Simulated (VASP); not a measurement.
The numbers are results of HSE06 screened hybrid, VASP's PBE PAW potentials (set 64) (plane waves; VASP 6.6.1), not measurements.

The input files of a VASP run:

### INCAR
```
! general
SYSTEM    =  Ga28O42
PREC      =  Normal
ENCUT     =  500
LREAL     =  Auto   ! projection in real space or not
LASPH     =  .TRUE.   ! aspherical one-centre terms
ISYM      =  0

! electronic loop
EDIFF     =  1E-5   ! SCF stop (eV)
NELM      =  50   ! most electronic steps
NELMIN    =  4
ALGO      =  Normal
LMAXMIX   =  4

! smearing
ISMEAR    =  0
SIGMA     =  0.05   ! width (eV)

! functional
GGA       =  PE   ! PBE
LHFCALC   =  .TRUE.
AEXX      =  0.25
HFSCREEN  =  0.2
PRECFOCK  =  Fast

! output
LWAVE     =  .FALSE.
LCHARG    =  .FALSE.
LORBIT    =  11
NEDOS     =  601
```

**KPOINTS**
```
kpoints
0
G
  1 1 1
```

POSCAR:
```
Ga28O42
1
   10.1407337878     0.2372195223    -0.4080047660
    0.2299038963     9.9231135937    -0.0640178171
   -0.3968736985    -0.0260120852     8.5456696574
Ga O
28 42
Direct
  0.2859175357   0.3917595915   0.0410569437
  0.9119644359   0.7210765723   0.9655091056
  0.0486646281   0.1415697097   0.9229417803
  0.6220288261   0.6957406334   0.8536193338
  0.3306798251   0.6556867020   0.9730789697
  0.2450522066   0.3273949350   0.3721424428
  0.0469959479   0.1814121824   0.6112997392
  0.3301496982   0.1928184336   0.7282114657
  0.8758367031   0.7906034332   0.2685311994
  0.6387335483   0.5540480503   0.1763850571
  0.0650098216   0.0341481759   0.2971112938
  0.6960018150   0.9504177607   0.0542105896
  0.7920230698   0.0453771642   0.4113336217
  0.5039278070   0.4365508642   0.8105066058
  0.1660445974   0.8827639789   0.7277690557
  0.6616356379   0.2412218317   0.5861978540
  0.1893645734   0.6802883245   0.3222744157
  0.8621061346   0.4553100097   0.4567220185
  0.6167808522   0.6325726121   0.5318986494
  0.5325311871   0.8574099532   0.3236932189
  0.2840111971   0.9331148813   0.1124892678
  0.8019658727   0.2589499083   0.1271799815
  0.1855592554   0.5184195158   0.6338467764
  0.8656349383   0.3985449962   0.7914252300
  0.5787660098   0.9799671778   0.6755000974
  0.0117695796   0.4870179892   0.1419123162
  0.9441138388   0.6970649190   0.6257298164
  0.5428018893   0.2245695629   0.1841534520
  0.9606707540   0.9203302455   0.4133397387
  0.6756321650   0.3674611034   0.7602774143
  0.2981424441   0.0072637753   0.6957527270
  0.5988911546   0.8859009310   0.8723154244
  0.5131276922   0.5856234156   0.9780771177
  0.9260577444   0.5273986591   0.9407645766
  0.5454230600   0.6660220037   0.3113759656
  0.8777039451   0.2843187023   0.5922499643
  0.6761234619   0.4609835132   0.4513114148
  0.1460609002   0.2541739835   0.7954133409
  0.8983437176   0.2531613695   0.9447027343
  0.7080768793   0.9038452335   0.2798010194
  0.2740520521   0.8300404936   0.9282501602
  0.7374075643   0.6864976461   0.0711513662
  0.4591368118   0.9743463188   0.1685720124
  0.3773731698   0.2959561451   0.2273827995
  0.2919459572   0.5805836708   0.1624782509
  0.2251227801   0.8645072290   0.2992889286
  0.6419472873   0.3749755214   0.1157435379
  0.7435490417   0.0511816127   0.6206646495
  0.4977900856   0.5994501222   0.6876194128
  0.0214415627   0.6797863175   0.1801942959
  0.2539429950   0.5196533549   0.8497697844
  0.8769114081   0.4179070524   0.2466272726
  0.1366138429   0.3458035559   0.1415922321
  0.6423533397   0.1805982596   0.3750658447
  0.1546186585   0.7197676558   0.5756480945
  0.3069893593   0.3568825055   0.5938313183
  0.8961889712   0.1398132575   0.2730054710
  0.8799933913   0.8945864433   0.0634523039
  0.1602208081   0.5038771016   0.4030507631
  0.1402011727   0.0611997046   0.0998387548
  0.9873494145   0.5025755517   0.6413473162
  0.5046693158   0.1581392076   0.6579541369
  0.0132265277   0.7778944290   0.8070612935
  0.0230501293   0.0283433193   0.7371668498
  0.1458553134   0.1726486934   0.4329922446
  0.4122627576   0.3010556367   0.9121760450
  0.6598949116   0.1325342385   0.0508120713
  0.5438801862   0.8356911942   0.5395194560
  0.7566688330   0.6661385535   0.7108674466
  0.8556168501   0.6634050169   0.4279043487
```

POTCAR, in this order: Ga O (PBE.64 set). Program: vasp_gam. Read from the step before: WAVECAR.

The resulting files:

**OSZICAR**
```
       N       E                     dE             d eps       ncg     rms          rms(c)
DAV:   1    -0.511516973812E+03   -0.51152E+03   -0.18385E+01   432   0.122E+01    0.808E+00
DAV:   2    -0.511675402525E+03   -0.15843E+00   -0.10159E+00   472   0.204E+00    0.576E+00
DAV:   3    -0.511580435383E+03    0.94967E-01   -0.10763E-01   464   0.695E-01    0.339E+00
DAV:   4    -0.511558476627E+03    0.21959E-01   -0.29521E-02   464   0.343E-01    0.189E+00
DAV:   5    -0.511550406143E+03    0.80705E-02   -0.65110E-03   464   0.214E-01    0.103E+00
DAV:   6    -0.511547710962E+03    0.26952E-02   -0.17361E-03   472   0.117E-01    0.572E-01
DAV:   7    -0.511546826932E+03    0.88403E-03   -0.54313E-04   464   0.735E-02    0.315E-01
DAV:   8    -0.511546555966E+03    0.27097E-03   -0.19439E-04   472   0.378E-02    0.173E-01
DAV:   9    -0.511546471043E+03    0.84924E-04   -0.50734E-05   408   0.209E-02    0.950E-02
DAV:  10    -0.511546447778E+03    0.23264E-04   -0.23173E-05   304   0.143E-02    0.512E-02
DAV:  11    -0.511546442777E+03    0.50011E-05   -0.76557E-06   248   0.814E-03
   1 F= -.51154644E+03 E0= -.51154644E+03  d E =-.101431E-11
```

### OUTCAR
```
------------------------ aborting loop because EDIFF is reached ----------------------------------------
  volume of cell :      857.85
      direct lattice vectors                 reciprocal lattice vectors
    10.140733788  0.237219522 -0.408004766     0.098849503 -0.002260625  0.004583838
     0.229903896  9.923113594 -0.064017817    -0.002350747  0.100830560  0.000197745
    -0.396873698 -0.026012085  8.545669657     0.004701864  0.000647416  0.117238663
 POSITION                                       TOTAL-FORCE (eV/Angst)
 -----------------------------------------------------------------------------------
      2.97319      3.95423      0.20912        -0.127082     -0.014108      0.265245
      9.03058      7.34655      7.83267         0.359400      0.079511     -0.025892
      0.15975      1.39235      7.85824         0.207534      0.022102     -0.211322
      6.12900      7.02927      6.99642         0.049204     -0.173700     -0.039655
      3.11789      6.55959      8.13872        -0.254021     -0.340324      0.199038
      2.41259      3.29723      3.05926        -0.097557      0.014878     -0.171494
      0.27567      1.79542      5.19318         0.053563      0.023539      0.369013
      3.10328      1.97273      6.07601         0.065936      0.122073     -0.217383
      8.95682      8.04603      1.88682         0.117022      0.202552      0.106420
      6.53460      5.64481      1.21125        -0.202086      0.130731     -0.091638
      0.54918      0.34655      2.51030        -0.030954      0.223222     -0.024174
      7.25496      9.59480      0.11845         0.322397      0.130548      0.042929
      7.87888      0.62747      3.18907         0.022402     -0.022798     -0.336170
      4.88889      4.43040      6.69277         0.217382     -0.015742      0.161851
      1.59793      8.78023      6.09501         0.083572      0.170104     -0.058815
      6.53228      2.53538      4.72406        -0.009129     -0.208337      0.415401
      1.94879      6.78712      2.63324        -0.035348     -0.031942     -0.108411
      8.66581      4.71072      3.52210        -0.237130      0.029682      0.116755
      6.18894      6.40957      4.25328        -0.089039     -0.347968      0.028896
      5.46891      8.62608      2.49401         0.216460     -0.165704      0.134592
      3.04996      9.32385      0.78568        -0.037015      0.172941      0.404572
      8.14158      2.75652      0.74305         0.052980      0.006408     -0.099919
      1.74934      5.17187      5.30775        -0.069888     -0.160706     -0.142459
      8.55570      4.13957      6.38456        -0.003363     -0.263775      0.123196
      5.82632      9.84405      5.47373        -0.032679      0.496356     -0.021187
      0.17500      4.83184      1.17676        -0.273824     -0.311715      0.064987
      9.48593      7.12474      4.91745         0.027226     -0.329287      0.031952
      5.48295      2.35240      1.33787         0.184752      0.161372      0.136169
      9.78945      9.34968      3.08139        -0.202244      0.137736     -0.461473
      6.63415      3.78686      6.19789         0.008593      0.004684     -0.225158
      2.74893      0.12471      5.82356        -0.386621      0.252810      0.286834
      5.93067      8.91027      7.15346         0.237996     -0.247619     -0.234702
      4.94996      5.90749      8.11148        -0.127720      0.181238     -0.084367
      9.13879      5.42864      7.62786         0.205541      0.041126      0.350963
      5.56053      6.73030      2.39574         0.481775      0.425668      0.089103
      8.73088      3.01413      4.68486         0.245021      0.191494      0.010162
      6.78326      4.72304      3.55139         0.424877      0.493879      0.339490
      1.22392      2.53616      6.72147        -0.168056     -0.550394     -0.190894
      8.79314      2.70068      7.69038         0.197999      0.120804      0.076366
      7.27717      9.12965      2.04433         0.079222      0.082497     -0.070255
      2.60152      8.27745      7.76757        -0.000462     -0.341440      0.221591
      7.60744      6.98527      0.26322        -0.074378     -0.228314     -0.255223
      4.81309      9.77308      1.19086        -0.519479     -0.463882      0.365340
      3.80464      3.02041      1.77022         0.059197      0.080429     -0.059689
      3.02954      5.82623      1.23220        -0.257896      0.300207     -0.688750
      2.36288      8.62422      2.41043        -0.225658     -0.139871     -0.601310
      6.55009      3.87020      0.70318        -0.048036     -0.128330      0.359642
      7.30557      0.66812      4.99735        -0.518050      0.152393     -0.366318
      4.91287      6.04861      5.63469         0.566952     -0.216149      0.376443
      0.30220      6.74600      1.48761        -0.106119     -0.413016      0.033599
      2.35739      5.19472      7.12497         0.041041      0.303855      0.204895
      8.89072      4.34854      1.72306         0.514622      0.152693     -0.162695
      1.40867      3.46017      1.13212         0.252590      0.511343     -0.273072
      6.40660      1.93472      2.93154         0.080739      0.007470     -0.045554
      1.50496      7.16404      4.81014        -0.144224     -0.225141      0.213764
      2.95947      3.59876      4.92659        -0.347502     -0.167092     -0.271387
      9.01181      1.59287      1.95841        -0.152660     -0.379408     -0.011655
      9.10427      9.08418      0.12593        -0.657645     -0.598240      0.195259
      1.58064      5.02755      3.34671         0.074365      0.224282      0.081645
      1.39619      0.63795      0.79207        -0.191392     -0.251520     -0.072812
      9.87346      5.20465      5.04573        -0.113352      0.204126     -0.319390
      4.89295      1.67184      5.40663         0.437871     -0.405764      0.017086
     -0.00733      7.70128      6.84168        -0.401830     -0.407119     -0.138292
     -0.05230      0.26755      6.28837         0.714554      0.554229      0.060186
      1.34693      1.73655      3.62965        -0.513228     -0.075952      0.050319
      3.88784      3.06148      7.60768        -0.137347      0.430949     -0.279518
      6.70212      1.47037      0.15650         0.158654      0.107204      0.633907
      5.49335      8.40764      4.33515         0.291052      0.244558     -0.395597
      7.54420      6.77117      5.72347        -0.331004      0.256724      0.082103
      8.65928      6.77488      3.26516         0.071525      0.176937      0.106920
 -----------------------------------------------------------------------------------
    total drift:                               -0.072410      0.136223     -0.026703
  FREE ENERGIE OF THE ION-ELECTRON SYSTEM (eV)
  ---------------------------------------------------
  free  energy   TOTEN  =      -511.5464427773 eV

  energy  without entropy=     -511.5464427773  energy(sigma->0) =     -511.54644278

  exchange ACFDT corr.  =         0.00000000  see jH, gK, PRB 81, 115126

 total charge

# of ion       s       p       d       tot
------------------------------------------
    1        0.897   1.164   0.420   2.481
    2        0.905   1.208   0.462   2.575
    3        0.940   1.298   0.460   2.698
    4        0.910   1.227   0.445   2.581
    5        0.983   1.414   0.510   2.908
    6        0.871   1.167   0.423   2.460
    7        0.951   1.271   0.428   2.650
    8        0.888   1.188   0.440   2.516
    9        0.892   1.241   0.484   2.617
   10        0.911   1.189   0.423   2.524
   11        0.886   1.168   0.423   2.476
   12        0.935   1.298   0.469   2.703
   13        0.918   1.266   0.472   2.655
   14        0.900   1.118   0.387   2.404
   15        0.865   1.084   0.384   2.333
   16        0.880   1.149   0.425   2.454
   17        0.878   1.120   0.402   2.400
   18        0.919   1.280   0.474   2.673
...
```
(Selected blocks of OUTCAR.)
